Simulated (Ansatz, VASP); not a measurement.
K2HfSe3 in VASP and in Ansatz

The input INCAR:

```
SYSTEM = K2HfSe3
PREC = Accurate
ENCUT = 520
EDIFF = 1E-6
ISMEAR = 0
SIGMA = 0.1
LREAL = .False.
LASPH = .True.
NELM = 80
ALGO = Normal
ISIF = 2
LWAVE = .False.
LCHARG = .True.
GGA = PE
LELF = .True.
LVHAR = .True.
NBANDS = 32
```

Contents of KPOINTS:

```
regular mesh
0
Gamma
  4 4 2
  0 0 0
```

The input POSCAR:

```
K2HfSe3
1.0
    4.2855269000      0.0000000000      0.0000000000
    0.0000000000      4.2855269000      0.0000000000
    0.0000000000      0.0000000000      9.4411036100
K Hf Se
2 1 3
Direct
    0.0000000000      0.5000000000      0.7376120100
    0.5000000000      0.0000000000      0.2623879900
    0.0000000000      0.0000000000      0.0000000000
    0.5000000000      0.5000000000      0.0000000000
    0.0000000000      0.5000000000      0.3786259900
    0.5000000000      0.0000000000      0.6213740100
```

Input for Ansatz:

```yaml
crystal:
  lattice:
    - [4.2855269, 0.0, 0.0]
    - [0.0, 4.2855269, 0.0]
    - [0.0, 0.0, 9.44110361]
  atoms:
    - { symbol: K, position: [0.0, 0.5, 0.73761201] }
    - { symbol: K, position: [0.5, 0.0, 0.26238799] }
    - { symbol: Hf, position: [0.0, 0.0, 0.0] }
    - { symbol: Se, position: [0.5, 0.5, 0.0] }
    - { symbol: Se, position: [0.0, 0.5, 0.37862599] }
    - { symbol: Se, position: [0.5, 0.0, 0.62137401] }
basis:
  ecutwfc: 420
kpoints:
  mp_grid: { grid: [4, 4, 2] }
hamiltonian:
  xc: pbe
scf:
  occupations: { method: gaussian, width: 0.1 }
  lower_state_search: "off"
output:
  forces: true
  stress: true
  eigenvalues: true
```

Change from the starting cell: species swapped into the Zr2CuSb3 type (P-4m2, No. 115).

Alike in both runs: task single point; functional PBE; k mesh 4 × 4 × 2; occupations gaussian, width 0.1 eV; no spin polarisation.

```csv
,VASP,Ansatz
version,VASP 6.6.1,Ansatz 0.2.0
potentials or method,"VASP PAW PBE potentials, release 64 (K_sv, Hf_pv, Se)","scalar-relativistic, plane waves, PAW"
plane-wave cutoff (eV),520,420
valence electrons in the cell,46,92
```

Ansatz gave:

```
gap on the k mesh at the Fermi level (eV)       : none
pressure (GPa)                                  : -2.1
largest component of the traceless stress (GPa) : 3.40
rms of the force components (eV/Å)              : 0.552
```

**Question.** What did VASP give for the same quantities?

**Answer.** gap on the k mesh at the Fermi level (eV): none; pressure (GPa): -2.1; largest component of the traceless stress (GPa): 3.46; rms of the force components (eV/Å): 0.548.

Atom by atom the forces differ by 0.005 eV/Å (rms over components). A gap of «none» marks a metal or a gap that the smearing closes. The functional is the same, so the differences come from potentials, cutoffs and numerics. The two sets of potentials don't hold the same shells in valence.

Caveats: the k mesh is coarse (spacing up to 0.37 Å⁻¹), so the values aren't converged; forces of over 1 eV/Å show positions far from the minimum, so gaps and moduli don't describe the material at rest. Spin-orbit coupling is left out, which matters for the levels of Hf.
